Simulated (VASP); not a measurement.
Here is the system:

```
PbO
1.0
    4.18146     0.00000     0.00000
   -2.09073     3.62125     0.00000
    0.00000     0.00000     5.52609
Pb O
2 2
Cartesian
  0.00000   2.41417   5.38886
  2.09073   1.20708   2.62581
  0.00000   2.41417   2.20951
  2.09073   1.20708   4.97256
```

Computed with PBEsol GGA, VASP's PBE PAW potentials (set 64) (plane waves; VASP 6.6.1). Settings: 520 eV cut-off, Gaussian smearing of 0.050 eV, potentials Pb_d O.

Unless said otherwise, spin-orbit coupling is left out, though it shifts the bands of the heavy elements here.

Q: Give the energies of bands 13 to 23 at the high-symmetry points, in eV from the valence-band maximum.

A: 
| band | Γ | M | K | A | L | H |
|---|---|---|---|---|---|---|
| 13 | -6.88 | -7.76 | -7.69 | -7.13 | -8.02 | -8.05 |
| 14 | -6.79 | -7.59 | -7.69 | -7.13 | -8.02 | -8.05 |
| 15 | -3.62 | -4.25 | -4.89 | -2.71 | -3.36 | -4.10 |
| 16 | -3.13 | -3.97 | -3.62 | -2.71 | -3.36 | -4.10 |
| 17 | -3.13 | -3.16 | -3.62 | -2.71 | -2.76 | -2.44 |
| 18 | -2.34 | -2.77 | -3.23 | -2.71 | -2.76 | -2.44 |
| 19 | -2.34 | -1.09 | -0.29 | -1.66 | -0.72 | 0.00 |
| 20 | -2.32 | -1.03 | -0.29 | -1.66 | -0.72 | 0.00 |
| 21 | 3.76 | 2.01 | 3.08 | 3.48 | 1.72 | 1.85 |
| 22 | 4.55 | 3.49 | 4.06 | 3.48 | 1.72 | 1.85 |
| 23 | 4.55 | 4.76 | 4.06 | 4.63 | 4.64 | 3.35 |

The gap is indirect, 1.63 eV, from the valence maximum at H to the conduction minimum at L-M at 0.22.

The structure was generated: PbO was put into the wurtzite type (P6_3mc), which need not be its known phase. It was relaxed first, which changed the volume by +43 %.
